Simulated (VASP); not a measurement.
Ge (space group I4_1/amd): computed properties

Computed with r2SCAN meta-GGA, VASP's PBE PAW potentials (set 64) (plane waves; VASP 6.6.1).

```json
{
  "space_group": "I4_1/amd (141)",
  "cell": "a = b = 5.116 Å, c = 2.838 Å, α = β = γ = 90.00°",
  "volume_per_atom": "18.57 Å³/atom",
  "band gap (over mesh and band path)": "none (metal, semimetal or under 0.01 eV)",
  "density": "6.49 g/cm³"
}
```

Space group I4₁/amd, origin choice 1 (No. 141); a = 5.116 Å, b = 5.116 Å, c = 2.838 Å, α = 90.00°, β = 90.00°, γ = 90.00°

```json
[
 {"atom": "Ge", "site": "4b", "symmetry": "-4m2", "x": "0.0000", "y": "0.0000", "z": "0.5000"}
]
```
(The calculation used a cell of 2 atoms; values per cell refer to that cell.)

The structure comes from a computed database's Ge entry (I4_1/amd); how it stands against other phases isn't given here. It was relaxed first. Symmetry was kept, so distortions that lower it aren't found.
